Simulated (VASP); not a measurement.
An input for Quantum ESPRESSO's pw.x (written as the equivalent of a VASP run, and not itself run):

```
&CONTROL
  calculation = 'vc-relax'
  pseudo_dir = './pseudo'
  outdir = './out'
  tprnfor = .true.
  tstress = .true.
  nstep = 60
  forc_conv_thr = 0.00039
/
&SYSTEM
  ibrav = 0
  nat = 2
  ntyp = 2
  ecutwfc = 88
  occupations = 'smearing'
  smearing = 'gaussian'
  degauss = 0.003675
  input_dft = 'pbe'
  vdw_corr = 'grimme-d3'
  dftd3_version = 3
  dftd3_threebody = .false.
/
&ELECTRONS
  conv_thr = 7.3e-08
  electron_maxstep = 100
/
&IONS
/
&CELL
/
ATOMIC_SPECIES
  Na 22.990 Na.upf
  I 126.904 I.upf
CELL_PARAMETERS angstrom
     0.0000000    3.2058833    3.2058833
     3.2058833    0.0000000    3.2058833
     3.2058833    3.2058833   -0.0000000
ATOMIC_POSITIONS crystal
  Na   0.0000000  0.0000000  0.0000000
  I    0.5000000  0.5000000  0.5000000
K_POINTS automatic
  7 7 7 0 0 0
```

Q: Translate this input to VASP (INCAR, KPOINTS, POSCAR, choice of POTCAR).

A: This is not unique; one that fits is 
**POSCAR**
```
NaI
1
    0.0000000000     3.2058833285     3.2058833285
    3.2058833285     0.0000000000     3.2058833285
    3.2058833285     3.2058833285    -0.0000000000
Na I
1 1
Direct
  0.0000000000   0.0000000000   0.0000000000
  0.5000000000   0.5000000000   0.5000000000
```

**KPOINTS**
```
K-points
0
Gamma
7 7 7
0 0 0
```

### INCAR
```
# general
SYSTEM =NaI
PREC   =Accurate
ENCUT  =520
LREAL  =.FALSE.
LASPH  =.TRUE.

# electronic loop
EDIFF  =1E-6
NELM   =100
ALGO   =Normal
LMAXMIX=4

# smearing
ISMEAR =0
SIGMA  =0.05

# functional
GGA    =PE
IVDW   =11

# ions
IBRION =2
NSW    =60
ISIF   =3
EDIFFG =-0.01

# output
LWAVE  =.FALSE.
LCHARG =.FALSE.
```

POTCAR, in this order: Na_pv I (PBE.64 set). Program: vasp_std.

Limits of the translation: the potentials are each code's own (VASP's PAW set, PseudoDojo norm-conserving files in pw.x), so ENCUT and ecutwfc are chosen apart and not converted; conv_thr bounds pw.x's estimated SCF error, while EDIFF bounds the energy change between steps; forc_conv_thr acts on force components and is met together with etot_conv_thr.

The compound is NaI in the rock salt structure. It was relaxed first. The start is the result of an earlier pass.
